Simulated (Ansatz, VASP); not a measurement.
## CaHg in two plane-wave programs

One calculation is typed for both programs; each brings its own data sets. How far apart do they land? The cell is taken from a series of runs on this material, whose earlier steps may have relaxed, scaled, displaced or heated it; both programs get it as it stands.

Method: plane waves, with VASP 6.6.1 beside it; relaxation of cell and atoms at PBEsol and zone-centre phonons at PBEsol, in Ansatz 0.2.0.

## Step 1: Starting point

Symmetry: Pm-3m, No. 221, cubic system. Conventional cell: a = 3.718 Å, b = 3.718 Å, c = 3.718 Å, α = 90.00°, β = 90.00°, γ = 90.00°. Nearest to Ca lie 8 Hg at 3.22 Å. Hg has 8 Ca at 3.22 Å nearest. Farther neighbours are not listed.

## Step 2: Ansatz: relaxation of cell and atoms, PBEsol

Ansatz runs on its PAW soft_1 files.

The relaxed volume is the usual yardstick between codes: in a stiff, nearly cubic crystal its relative difference is about their pressure difference at one cell divided by the bulk modulus.

Contents of input.yaml:

```yaml
crystal:
  lattice:
    - [3.7181259291, 0.0, 0.0]
    - [0.0, 3.7181259291, 0.0]
    - [0.0, 0.0, 3.7181259291]
  atoms:
    - { symbol: Ca, position: [0.0, 0.0, 0.0] }
    - { symbol: Hg, position: [0.5, 0.5, 0.5] }
kpoints:
  mp_grid: { grid: [12, 12, 12] }
hamiltonian:
  xc: pbesol
  pseudopotentials: { kind: paw, azcp: { folder: soft_1 }, xc_functional: pbe }
scf:
  occupations: { method: methfessel_paxton, width: 0.2 }
output:
  forces: true
  stress: true
  eigenvalues: true
relax:
  adjacent_minimum: "off"
  f_tol: 0.001
  max_steps: 60
  cell: { stress_tol: 0.01 }
```

Launch:

```
$ ansatz run input.yaml --threads 4 --pin off --max-ram 10240MiB --backend cpu --events-out ev --progress --plain --runs-dir out
```

Numbers of over 12 decimals in the logs are rounded to 6 here.

Log:

```text
Engine: ansatz 0.2.0, aarch64-unknown-linux-gnu
Pseudopotentials: kind: paw
Pseudopotential: Ca, paw, valence charge 10, recommended cutoff 420 eV (normal), soft_1/Ca.paw.azcp
Pseudopotential: Hg, paw, valence charge 20, recommended cutoff 420 eV (normal), soft_1/Hg.paw.azcp
Functional definition: PBEsol
  exchange = pbesol_x
  correlation = pbesol_c
Crystal: 2 atoms, lattice volume = 51.401 Å³
Basis set: ecut = 420 eV, 1021 PW (Γ), exchange–correlation on 50×50×50 points (8 copies of the dense FFT grid, shifted against one another)
Bands: 19, of which v1, the nominal top of the filled ones, is band 15 counted from 1 (14 counted from 0)
Symmetry: 48 space group operations
Space group: Pm-3m (ITA 221), of the structure as read, at distance tolerance 3.7e-5 Å
k-points: 84 of 1728
Non-local potential: Ca, projectors of the file, l = 0: 3, l = 1: 2, l = 2: 2
Non-local potential: Hg, projectors of the file, l = 0: 3, l = 1: 2, l = 2: 2, l = 3: 1
PAW form: soft (Blöchl's): semilocal exchange-correlation on the pseudo side does not see the compensation charge
PAW frozen core: Ca, regenerated for the run's functional, and the local potential with it (the file was generated under x = pbe(κ = 0.804, μ = 0.219515), c = pbe(β = 0.066725))
PAW frozen core: Hg, regenerated for the run's functional, and the local potential with it (the file was generated under x = pbe(κ = 0.804, μ = 0.219515), c = pbe(β = 0.066725))
PAW one-centre angular grid: Ca, 110 points (default); XC on 64 Gauss nodes
PAW one-centre angular grid: Hg, 590 points (default); XC on 64 Gauss nodes
Initial density: superposition of atomic densities (chi_scale 0.1, normalization cell, long waves kept (reshape's long-wave potential 0.00 eV rms))
Initial wavefunctions: pseudopotential atomic-orbital guess
Functional: x = pbesol(κ = 0.804, μ = 0.123457), c = pbesol(β = 0.046)
SCF iter   1: F=—  HF=-15467.939976 eV  |F-HF|=—  |Δ(HF+E_count)|=         —  Δρ=1.07e-1  dr2=1.12e1  ethr=3.10e-3  ⟨swp⟩=6.3  Hψ=8286  notcnv=0
preconditioner: auto → Kerker (q_TF=auto, 2.494 Å⁻¹)  [metal: Δε(μ)=0.005 eV  Ē_g=5.103 eV  σ=0.200 eV  W_gap=0.02  n_scr=18 (ndim 8)  ℏωp=19.4 eV  f_vac=0.000  D(μ)=1.51/eV (n_scr^D=6)]
SCF iter   2: F=—  HF=-15465.388447 eV  |F-HF|=—  |Δ(HF+E_count)|=    2.55e0  S|Δr|=    0.00e0  Δρ=3.25e-2  dr2=1.33e0  ethr=3.10e-3  ⟨swp⟩=2.9  Hψ=3916  notcnv=0
SCF iter   3: F=—  HF=-15465.010235 eV  |F-HF|=—  |Δ(HF+E_count)|=   3.78e-1  S|Δr|=    0.00e0  Δρ=1.40e-2  dr2=2.13e-1  ethr=3.10e-3  ⟨swp⟩=2.0  Hψ=2575  notcnv=0  defer=4
SCF iter   4: F=—  HF=-15464.941343 eV  |F-HF|=—  |Δ(HF+E_count)|=   6.89e-2  S|Δr|=    0.00e0  Δρ=4.13e-3  dr2=8.42e-3  ethr=7.11e-4  ⟨swp⟩=2.2  Hψ=2728  notcnv=0  defer=4
SCF iter   5: F=—  HF=-15464.939391 eV  |F-HF|=—  |Δ(HF+E_count)|=   1.95e-3  S|Δr|=    0.00e0  Δρ=8.65e-4  dr2=3.38e-4  ethr=2.81e-5  ⟨swp⟩=2.0  Hψ=2282  notcnv=0  defer=4
SCF iter   6: F=—  HF=-15464.939436 eV  |F-HF|=—  |Δ(HF+E_count)|=   4.48e-5  S|Δr|=    0.00e0  Δρ=3.09e-4  dr2=8.68e-5  ethr=1.13e-6  ⟨swp⟩=1.7  Hψ=2439  notcnv=0  defer=4
SCF iter   7: F=—  HF=-15464.939413 eV  |F-HF|=—  |Δ(HF+E_count)|=   2.30e-5  S|Δr|=    0.00e0  Δρ=5.39e-5  dr2=2.31e-6  ethr=2.89e-7  ⟨swp⟩=2.1  Hψ=2208  notcnv=0  defer=4
SCF iter   8: F=-15464.939413 eV  HF=-15464.939413 eV  |F-HF|=6.09e-8  |Δ(HF+E_count)|=   1.37e-7  S|Δr|=    0.00e0  Δρ=1.01e-5  dr2=9.75e-8  ethr=3.33e-10  ⟨swp⟩=4.5  Hψ=8441  notcnv=0
the search or the solves at the SCF's close seem to have found levels that the self-consistency loop had missed (the run counts 2). By its estimate they hold under 1e-12 electrons; where the run keeps them, the occupations were computed again with them
SCF 1 converged in 8 iterations: F = -15464.939413 eV  dr2 = 9.75e-8
  greatest PAW one-centre occupation: 1.000 electrons in one spin orbital (limit 2), on the Hg atom at site 1 (counted from 0), in its partial waves of l = 0
relax step   1: F+E_penalty+E_count = -15464.93941296 eV  Δ(F+E_penalty+E_count) = +0.000e0 eV  max|allowed force component| = 2.258e-29 eV/Å  Δτ_max = 0.0000 Å  P = +0.006 GPa  Ω = 51.401 Å³  (8 SCF iters, dr2 threshold 1.00e-7 eV, accepted)
Initial density: handed on by an earlier stage of this run
Initial wavefunctions: pseudopotential atomic-orbital guess (no wavefunctions were taken with the density)
iter 1 solved again at ethr=2.42e-7 eV; its pass at ethr=3.10e-3 eV (dr2=7.25e-5 eV) is discarded
SCF iter   1: F=—  HF=-15464.939432 eV  |F-HF|=—  |Δ(HF+E_count)|=         —  Δρ=1.00e-5  dr2=9.46e-8  ethr=2.42e-7  ⟨swp⟩=3.0  Hψ=11927  notcnv=0
preconditioner: auto → Kerker (q_TF=auto, 2.494 Å⁻¹)  [metal: Δε(μ)=0.028 eV  Ē_g=13.379 eV  σ=0.200 eV  W_gap=0.12  n_scr=18 (ndim 8)  ℏωp=23.2 eV  f_vac=0.000  D(μ)=1.25/eV (n_scr^D=6)]
SCF iter   2: F=—  HF=-15464.939413 eV  |F-HF|=—  |Δ(HF+E_count)|=   1.85e-5  S|Δr|=    0.00e0  Δρ=6.70e-6  dr2=3.92e-8  ethr=3.15e-10  ⟨swp⟩=2.2  Hψ=2452  notcnv=0
SCF iter   3: F=—  HF=-15464.939413 eV  |F-HF|=—  |Δ(HF+E_count)|=   5.67e-9  S|Δr|=    0.00e0  Δρ=1.49e-6  dr2=1.25e-9  ethr=1.31e-10  ⟨swp⟩=2.6  Hψ=2448  notcnv=0
SCF iter   4: F=—  HF=-15464.939413 eV  |F-HF|=—  |Δ(HF+E_count)|=  2.51e-10  S|Δr|=    0.00e0  Δρ=3.33e-7  dr2=8.39e-11  ethr=4.16e-12  ⟨swp⟩=2.2  Hψ=1894  notcnv=0
SCF iter   5: F=—  HF=-15464.939413 eV  |F-HF|=—  |Δ(HF+E_count)|=  1.46e-11  S|Δr|=    0.00e0  Δρ=1.28e-7  dr2=1.06e-11  ethr=2.80e-13 (applied; sched 1.00e-12)  ⟨swp⟩=2.3  Hψ=2459  notcnv=0
SCF iter   6: F=-15464.939413 eV  HF=-15464.939413 eV  |F-HF|=0.00e0  |Δ(HF+E_count)|=  1.82e-12  S|Δr|=    0.00e0  Δρ=3.54e-8  dr2=6.08e-13  ethr=1.00e-12  ⟨swp⟩=3.3  Hψ=6435  notcnv=0
SCF 2 converged in 6 iterations: F = -15464.939413 eV  dr2 = 6.08e-13
relax step   2: F+E_penalty+E_count = -15464.93941301 eV  Δ(F+E_penalty+E_count) = -4.347e-8 eV  max|allowed force component| = 1.499e-29 eV/Å  Δτ_max = 0.0000 Å  P = +0.005 GPa  Ω = 51.401 Å³  stress off target by 5.47e-3 GPa  SCF on the basis re-selected at this cell (its energy is not comparable with the rows above)  (6 SCF iters)
basis re-selected at this cell: Δ(F+E_penalty+E_count) = -4.347e-8 eV, ΔP = -0.000 GPa vs the last step (what re-selecting the basis moved, of the pressure what is left beyond the Pulay correction that the steps carried, after the strain that the cell walked since its last selection, with what the two solves' SCF thresholds leave and, on support functions, any second-order correction that the steps lacked; it is no m [...]
SCF converged after 6 iterations
Stability not checked: this state was not tested for a lower state beside it, because cold or Methfessel-Paxton smearing, or corrected tetrahedra, fill the levels in a way that the test cannot read (fill_not_monotonic; see scf.lower_state_search)
Free energy (F): -15464.939413 eV
Harris-Foulkes:  -15464.939413 eV  (|F-HF|=0.00e0)
Internal energy: -15464.938808 eV  (E = F + TS)
E sigma→0 (E₀):  -15464.939262 eV
Entropy (-TS):   -0.000605 eV (-0.302 meV/atom)
Fermi energy:    11.342497 eV
--- Per-component energies (eV) ---
  E_band       = -572.727360
  E_kinetic    = 829.560852
  E_local      = -3579.856517  (includes V_loc(G=0)·N_el)
  E_nonlocal   = 175.812580
  E_hartree    = 1469.355027
  E_xc         = -336.352536
  E_vxc        = -408.123016  (∫ρ·V_xc dr)
  E_paw        = -10655.666740  (= ΣΔE_a)
  E_vpaw       = -528.831722  (= ΣTr[D̂ρ^β])
  E_aug_tail   = 0.000405  (compensation charges beyond the density's cutoff)
  E_ewald      = -3368.239384
  E_core_change = 0.447504  (= ΣΔE_core)
  E_smearing   = -0.000605  (= −TS)
  E_closure    = 0.000000  (closes the sum)
  Σ components = -15464.939413   (vs F -15464.939413, Δ=0.00e0)
--- Forces (eV/Å), atoms counted from 1 ---
  atom   1  Ca    -0.00000000    -0.00000000    -0.00000000
  atom   2  Hg     0.00000000     0.00000000     0.00000000
  max |Σ_I F_I| component: 2.89e-29 eV/Å
--- Stress (GPa, compression-positive) ---
        0.005474      -0.000000       0.000000
       -0.000000       0.005474       0.000000
        0.000000       0.000000       0.005474
  P = ⅓ Tr σ = 0.0055 GPa (0.055 kbar)
--- Band table (eV; the first three rows and the last of 84) ---
  k-point 0: bands = [... 11 lower, 4.3029, 4.3029, 4.3029, 13.1075, 13.1075, 15.8553, 15.8553, 15.8553]
  k-point 1: bands = [... 11 lower, 4.2934, 4.2934, 4.3056, 12.9576, 13.1010, 15.2110, 15.2110, 15.4905]
  k-point 2: bands = [... 11 lower, 4.2676, 4.2676, 4.3131, 12.3336, 13.0831, 14.6607, 14.6607, 15.1520]
  k-point 83: bands = [... 11 lower, 4.6337, 4.6337, 9.5883, 10.5430, 10.5430, 10.5430, 16.5469, 16.5469]
--- Relaxed structure (1 steps of the walk, 1 accepted, 1 SCFs on fresh bases) ---
  F+E_penalty+E_count = -15464.93941301 eV   max|allowed force component| = 1.499e-29 eV/Å   (the final SCF, on the basis selected at the relaxed cell)
  cell:  # Å, volume = 51.4011 Å³
    - [3.7181259291, 0.0, 0.0]
    - [0.0, 3.7181259291, 0.0]
    - [0.0, 0.0, 3.7181259291]
  atoms:
    - { symbol: Ca, position: [0.0, 0.0, 0.0] }
    - { symbol: Hg, position: [0.5, 0.5, 0.5] }
```

## Step 3: VASP: relaxation of cell and atoms, PBEsol

The same cell, functional, mesh and smearing now go to VASP, with its own data sets.

Lines of VASP's logs that name or quote its potential files are left out, and so is its time.

Contents of INCAR:

```
SYSTEM = CaHg
PREC = Accurate
ENCUT = 500
EDIFF = 1E-07
NELM = 120
ISMEAR = 1
SIGMA = 0.2
LREAL = .FALSE.
ALGO = Normal
GGA = PS
NBANDS = 17
LORBIT = 11
LWAVE = .FALSE.
LCHARG = .FALSE.
ISIF = 3
IBRION = 2
NSW = 80
EDIFFG = -0.005
LASPH = .TRUE.
GGA_COMPAT = .FALSE.
NELMIN = 4
KPAR = 2
```

Contents of POSCAR:

```
CaHg
1.0
    3.7181260000      0.0000000000      0.0000000000
    0.0000000000      3.7181260000      0.0000000000
    0.0000000000      0.0000000000      3.7181260000
Ca Hg
1 1
Direct
    0.0000000000      0.0000000000      0.0000000000
    0.5000000000      0.5000000000      0.5000000000
```

Contents of KPOINTS:

```
Automatic mesh
0
Gamma
12 12 12
0 0 0
```

The projector-augmented-wave data sets are Ca_sv and Hg (PBE family, release 64).

Launch:

```
$ mpirun -np 2 vasp_std
```

Log:

```text
[banner, memory and clock lines left out]
running    2 mpi-ranks, on    1 nodes
 distrk:  each k-point on    1 cores,    2 groups
 distr:  one band on    1 cores,    1 groups

 POSCAR found type information on POSCAR CaHg
 POSCAR found :  2 types and       2 ions
|                                                                             |
|               ----> ADVICE to this user running VASP <----                  |
|                                                                             |
|     You enforced a specific xc type in the INCAR file but a different       |
|     [... a line on the potential file left out ...]
|     I HOPE YOU KNOW WHAT YOU ARE DOING!                                     |
|                                                                             |

 LDA part: xc-table for (Slater+PW92), standard interpolation
 POSCAR, INCAR and KPOINTS ok, starting setup
 FFT: planning ... GRIDC
 FFT: planning ... GRID_SOFT
 FFT: planning ... GRID
 WAVECAR not read
 entering main loop
       N       E                     dE             d eps       ncg     rms          rms(c)
DAV:   1     0.168171527154E+03    0.16817E+03   -0.11070E+04  2856   0.122E+03
DAV:   2     0.553607749293E+00   -0.16762E+03   -0.16300E+03  2986   0.325E+02
DAV:   3    -0.422345804285E+01   -0.47771E+01   -0.47331E+01  4114   0.570E+01
DAV:   4    -0.434424580804E+01   -0.12079E+00   -0.12070E+00  3721   0.641E+00
DAV:   5    -0.434560826527E+01   -0.13625E-02   -0.13621E-02  3927   0.690E-01    0.417E+00
DAV:   6    -0.395052614814E+01    0.39508E+00   -0.14317E+00  3521   0.101E+01    0.258E+00
DAV:   7    -0.394056358251E+01    0.99626E-02   -0.61016E-02  3305   0.202E+00    0.142E+00
DAV:   8    -0.393526587836E+01    0.52977E-02   -0.10069E-02  3477   0.109E+00    0.123E-01
DAV:   9    -0.393512821567E+01    0.13766E-03   -0.49578E-04  3925   0.189E-01    0.382E-02
DAV:  10    -0.393512433064E+01    0.38850E-05   -0.64373E-05  4083   0.473E-02    0.971E-03
DAV:  11    -0.393512707670E+01   -0.27461E-05   -0.90576E-06  3835   0.204E-02    0.506E-03
DAV:  12    -0.393512715851E+01   -0.81819E-07   -0.47177E-07  3581   0.514E-03
   1 F= -.39351272E+01 E0= -.39349462E+01  d E =-.393513E+01
 curvature:   0.00 expect dE= 0.000E+00 dE for cont linesearch  0.000E+00
 trial: gam= 0.00000 g(F)=  0.000E+00 g(S)=  0.503E-04 ort = 0.000E+00 (trialstep = 0.100E+01)
 search vector abs. value=  0.503E-04
 bond charge predicted
       N       E                     dE             d eps       ncg     rms          rms(c)
DAV:   1    -0.393597715400E+01   -0.85008E-03   -0.18433E-02  2870   0.140E+00    0.202E-01
DAV:   2    -0.393525988042E+01    0.71727E-03   -0.24295E-03  3235   0.470E-01    0.729E-02
DAV:   3    -0.393516610465E+01    0.93776E-04   -0.22135E-04  4632   0.122E-01    0.432E-02
DAV:   4    -0.393515902900E+01    0.70756E-05   -0.55693E-05  4975   0.367E-02    0.160E-02
DAV:   5    -0.393515944458E+01   -0.41558E-06   -0.86355E-06  4846   0.174E-02    0.301E-03
DAV:   6    -0.393515924681E+01    0.19777E-06   -0.57733E-07  3478   0.723E-03    0.946E-04
DAV:   7    -0.393515916249E+01    0.84325E-07   -0.51413E-08  1495   0.231E-03
   2 F= -.39351592E+01 E0= -.39349773E+01  d E =-.320040E-04
 trial-energy change:   -0.000032  1 .order   -0.000029   -0.000050   -0.000009
 step:   1.1430(harm=  1.2036)  dis= 0.00000  next Energy=    -3.935160 (dE=-0.326E-04)
 reached required accuracy - stopping structural energy minimisation
```

From OUTCAR (step 3):

```text
ion  position               nearest neighbor table
   1  0.000  0.000  0.000-   2 3.22   2 3.22   2 3.22   2 3.22   2 3.22   2 3.22   2 3.22   2 3.22

  LATTYP: Found a simple cubic cell.
 ALAT       =     3.7181260000

 Subroutine GETGRP returns: Found 48 space group operations
 (whereof 48 operations were pure point group operations)

The static configuration has the point symmetry O_h .

 Found     84 irreducible k-points:

   k-points           NKPTS =     84   k-points in BZ     NKDIM =     84   number of bands    NBANDS=     17

   dimension x,y,z NGX =    28 NGY =   28 NGZ =   28
   dimension x,y,z NGXF=    56 NGYF=   56 NGZF=   56

   ENCUT  =  500.0 eV  36.75 Ry    6.06 a.u.   6.78  6.78  6.78*2*pi/ulx,y,z

   NELECT =      22.0000    total number of electrons

 k-points in reciprocal lattice and weights: Automatic mesh
   0.00000000  0.00000000  0.00000000       0.001
   0.08333333  0.00000000  0.00000000       0.003
   0.16666667  0.00000000  0.00000000       0.003
   0.25000000  0.00000000  0.00000000       0.003
   0.33333333  0.00000000  0.00000000       0.003
   0.41666667  0.00000000  0.00000000       0.003
   0.50000000  0.00000000  0.00000000       0.002
   0.08333333  0.08333333  0.00000000       0.007
   0.16666667  0.08333333  0.00000000       0.014
[...]
0.50000000  0.50000000  0.41666667       0.003
   0.50000000  0.50000000  0.50000000       0.001

 average (electrostatic) potential at core
       1 -46.5390       2 -40.3132

 E-fermi :   3.3265

 k-point     1 :       0.0000    0.0000    0.0000
  band No.  band energies     occupation
    ...
      6      -4.2428      2.00000
      7      -4.1691      2.00000
      8      -3.7161      2.00000
      9      -3.7161      2.00000
     10      -3.7161      2.00000
     11       5.0891     -0.00000
     12       5.0891     -0.00000
     13       7.8417      0.00000
     14       7.8417      0.00000
     15       7.8417      0.00000
    ...

 k-point     2 :       0.0833    0.0000    0.0000
  band No.  band energies     occupation
    ...
      6      -4.2187      2.00000
      7      -4.0765      2.00000
      8      -3.7256      2.00000
      9      -3.7256      2.00000
     10      -3.7135      2.00000
     11       4.9396     -0.00000
     12       5.0842     -0.00000
     13       7.2038     -0.00000
     14       7.2038     -0.00000
     15       7.4854      0.00000
    ...

 k-point     3 :       0.1667    0.0000    0.0000
  band No.  band energies     occupation
    ...
      6      -4.1648      2.00000
      7      -3.7891      2.00000
      8      -3.7511      2.00000
      9      -3.7511      2.00000
     10      -3.7060      2.00000
     11       4.3160     -0.00000
     12       5.0704     -0.00000
     13       6.6544     -0.00000
     14       6.6544     -0.00000
     15       7.1406     -0.00000
    ...

  Total        0.0044606      0.0044606      0.0044606      0.0000000     -0.0000000      0.0000000
  in kB        0.1387715      0.1387715      0.1387715      0.0000000     -0.0000000      0.0000000
  external PRESSURE =       0.1387715 kB  Pullay stress =       0.0000000 kB

  energy-cutoff  :      500.00
  volume of cell :       51.50
      direct lattice vectors                 reciprocal lattice vectors
     3.720491282 -0.000000000  0.000000000     0.268781708  0.000000000  0.000000000
     0.000000000  3.720491282  0.000000000     0.000000000  0.268781708  0.000000000
     0.000000000 -0.000000000  3.720491282    -0.000000000 -0.000000000  0.268781708

 POSITION                                       TOTAL-FORCE (eV/Angst)
 -----------------------------------------------------------------------------------
      0.00000      0.00000      0.00000         0.000000      0.000000      0.000000
      1.86025      1.86025      1.86025         0.000000     -0.000000      0.000000
 -----------------------------------------------------------------------------------
    total drift:                                0.000000      0.000000      0.000000

  FREE ENERGIE OF THE ION-ELECTRON SYSTEM (eV)
  ---------------------------------------------------
  free  energy   TOTEN  =        -3.9351591625 eV

  energy  without entropy=       -3.9346134689  energy(sigma->0) =       -3.93497726

 reached required accuracy - stopping structural energy minimisation

 total charge
# of ion       s       p       d       tot
------------------------------------------
    1        2.061   5.844   0.233   8.139
    2        0.913   0.388   9.232  10.533
--------------------------------------------------
tot          2.974   6.233   9.465  18.672

[... 3 further parts left out ...]
```

CONTCAR:

```
CaHg
   1.00000000000000
     3.7204912821145619   -0.0000000000000000    0.0000000000000000
     0.0000000000000000    3.7204912821145619    0.0000000000000000
     0.0000000000000000   -0.0000000000000000    3.7204912821145619
  Ca              Hg
     1     1
Direct
     0.0000000000000000    0.0000000000000000    0.0000000000000000
     0.5000000000000000    0.5000000000000000    0.5000000000000000
```

## Step 4: Comparison

Known differences besides the potentials themselves: the data sets hold 30 valence electrons in Ansatz (on its PAW soft_1 files) and 22 in VASP; the cutoff is 420 eV in Ansatz and 500 eV in VASP; Ansatz makes its cores anew for this functional, VASP keeps those of its PBE data sets; Ansatz adds a Pulay correction to the stress that steers its cell, VASP none. Total energies have different zeros and are not compared.

Both answers:

```
                                         quantity  Ansatz   VASP  difference
                                      volume (Å³)   51.40  51.50     -0.19 %
edge a after relaxation, in the typed setting (Å)   3.718  3.720     -0.06 %
```

[end of part 1 of 2]

[Lines on the potential files, build, host, timing and source positions are cut from VASP's logs without a mark.]

[Logs are printed without paths, hosts, clocks, repeated set-up lines and the standing remarks that a program may print on its own settings, such as how far it seeks lower states.]

[Hosts, paths, dates, database ids (printed as entryN), source tags and the programs' standing remarks are cut or masked in the printed files.]
